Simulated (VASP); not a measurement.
Data:

```xyz
5
Lattice="4.0018 0.0000 0.0000 -2.0009 3.4656 0.0000 0.0000 0.0000 6.4928" Properties=species:S:1:pos:R:3 pbc="T T T"
Mg     2.0009     1.1552     4.1124
Mg     0.0000     2.3104     6.4550
Zn     0.0000     0.0000     2.3500
P      0.0000     0.0000     4.9997
P      2.0009     1.1552     1.5612
```

All values below come from PBEsol GGA, VASP's PBE PAW potentials (set 64) (plane waves; VASP). Settings: 400 eV cut-off, Gaussian smearing of 0.050 eV, potentials Mg Zn P.

Problem. Give the energies of bands 6 to 16 at the high-symmetry points, in eV from the valence-band maximum.

Solution. 
| band | Γ | M | K | A | L | H |
|---|---|---|---|---|---|---|
| 6 | -7.04 | -6.98 | -7.00 | -7.05 | -7.01 | -7.04 |
| 7 | -6.98 | -6.84 | -6.65 | -7.05 | -6.80 | -6.62 |
| 8 | -5.65 | -5.47 | -4.95 | -3.65 | -5.88 | -5.63 |
| 9 | -1.06 | -4.26 | -4.75 | -2.85 | -4.96 | -4.36 |
| 10 | -1.06 | -3.63 | -3.66 | -0.77 | -1.98 | -4.08 |
| 11 | -0.13 | -2.46 | -2.93 | -0.77 | -1.92 | -3.90 |
| 12 | -0.13 | -2.20 | -2.81 | -0.45 | -1.71 | -1.18 |
| 13 | 0.00 | -0.99 | -2.50 | -0.45 | -1.49 | -1.16 |
| 14 | 1.30 | 1.08 | 1.12 | 1.98 | 1.11 | 1.85 |
| 15 | 2.34 | 2.61 | 4.30 | 2.92 | 1.79 | 3.07 |
| 16 | 3.98 | 2.96 | 5.35 | 3.73 | 2.44 | 3.40 |

The gap is indirect, 0.96 eV, from the valence maximum at Γ to the conduction minimum at L-M at 0.33.

The structure comes from a computed database's Mg2ZnP2 entry (P3m1); how it stands against other phases isn't given here. It was relaxed first.
